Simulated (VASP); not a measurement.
OSZICAR of a VASP run on ZnS (zinc blende):

### OSZICAR
```
       N       E                     dE             d eps       ncg     rms          rms(c)
DAV:   1     0.972836812173E+02    0.97284E+02   -0.92273E+03   754   0.164E+03
DAV:   2     0.447334634966E+01   -0.92810E+02   -0.88889E+02   819   0.298E+02
DAV:   3    -0.221768523342E+01   -0.66910E+01   -0.66563E+01   929   0.797E+01
DAV:   4    -0.230458216022E+01   -0.86897E-01   -0.86867E-01   839   0.941E+00
DAV:   5    -0.230598856816E+01   -0.14064E-02   -0.14064E-02   929   0.118E+00    0.613E+00
DAV:   6    -0.174655872232E+01    0.55943E+00   -0.12646E+00  1152   0.380E+01    0.469E+00
DAV:   7    -0.173402672325E+01    0.12532E-01   -0.40532E-01   774   0.599E+00    0.303E+00
DAV:   8    -0.173283197506E+01    0.11947E-02   -0.69713E-03   834   0.828E-01    0.123E+00
DAV:   9    -0.173270033141E+01    0.13164E-03   -0.17791E-03   789   0.475E-01    0.125E-01
DAV:  10    -0.173271463288E+01   -0.14301E-04   -0.52029E-05   952   0.691E-02    0.407E-02
DAV:  11    -0.173273521961E+01   -0.20587E-04   -0.38836E-05   774   0.705E-02    0.110E-02
DAV:  12    -0.173273570585E+01   -0.48625E-06   -0.69888E-07  1010   0.156E-02    0.887E-03
DAV:  13    -0.173273536227E+01    0.34358E-06   -0.17393E-07   583   0.707E-03    0.430E-03
DAV:  14    -0.173273551022E+01   -0.14794E-06   -0.37070E-08   412   0.262E-03    0.602E-04
DAV:  15    -0.173273550574E+01    0.44759E-08   -0.32115E-09   407   0.747E-04
   1 F= -.17327355E+01 E0= -.17327355E+01  d E =-.138120E-10
```

### Question
Which electronic solver shows in the log?

### Answer
It is blocked Davidson (ALGO = Normal, or the opening steps of other solvers). The INCAR had ALGO = Normal.

### Question
Can the final energy be trusted as converged?

### Answer
The calculation finished and met its thresholds. It stopped with EDIFF = 1E-7, NELM = 100 (vdW-DF2, plane waves, VASP's PBE PAW potentials (set 64)).

The compound is ZnS in the zinc blende structure. This cell is one point of a volume scan, at 0.94 of the reference volume.
